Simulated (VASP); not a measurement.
```
CdZn3Se4
1.0
    5.84633     0.00000     0.00000
    0.00000     5.84633     0.00000
    0.00000     0.00000     5.84633
Zn Cd Se
3 1 4
Direct
  0.00000   0.50000   0.50000
  0.50000   0.00000   0.50000
  0.50000   0.50000   0.00000
  0.00000   0.00000   0.00000
  0.73860   0.73860   0.26140
  0.73860   0.26140   0.73860
  0.26140   0.26140   0.26140
  0.26140   0.73860   0.73860
```

The numbers are results of modified Becke-Johnson potential (mBJ), VASP's PBE PAW potentials (set 64) (plane waves; VASP 6.6.1), not measurements. Run with 400 eV cut-off, 4×4×4 Γ-centred mesh, Gaussian smearing of 0.050 eV, potentials Zn Cd Se.

mBJ is a potential without an energy functional, so only the levels count.

Give the energies of bands 28 to 41 at the high-symmetry points, in eV from the valence-band maximum.

```json
[
 {"band": "28", "Γ": "-1.81", "X": "-2.26", "M": "-3.25", "R": "-4.07"},
 {"band": "29", "Γ": "-1.81", "X": "-2.17", "M": "-2.15", "R": "-0.92"},
 {"band": "30", "Γ": "-1.81", "X": "-2.13", "M": "-1.94", "R": "-0.92"},
 {"band": "31", "Γ": "-1.74", "X": "-2.13", "M": "-1.90", "R": "-0.74"},
 {"band": "32", "Γ": "-1.74", "X": "-2.13", "M": "-1.90", "R": "-0.74"},
 {"band": "33", "Γ": "-1.74", "X": "-1.10", "M": "-1.00", "R": "-0.74"},
 {"band": "34", "Γ": "0.00", "X": "-1.10", "M": "-0.69", "R": "-0.51"},
 {"band": "35", "Γ": "0.00", "X": "-0.82", "M": "-0.60", "R": "-0.51"},
 {"band": "36", "Γ": "0.00", "X": "-0.82", "M": "-0.60", "R": "-0.51"},
 {"band": "37", "Γ": "2.38", "X": "4.55", "M": "4.85", "R": "3.62"},
 {"band": "38", "Γ": "4.09", "X": "4.71", "M": "4.85", "R": "3.62"},
 {"band": "39", "Γ": "4.09", "X": "5.03", "M": "4.86", "R": "3.62"},
 {"band": "40", "Γ": "4.09", "X": "5.12", "M": "5.33", "R": "3.65"},
 {"band": "41", "Γ": "4.18", "X": "6.09", "M": "6.62", "R": "6.94"}
]
```

The gap is direct, 2.38 eV, from the valence maximum at Γ to the conduction minimum at Γ.

The structure comes from a computed database's Zn3CdSe4 entry (P-43m); how it stands against other phases isn't given here. It was relaxed first. The cell's shape comes from a PBE relaxation.
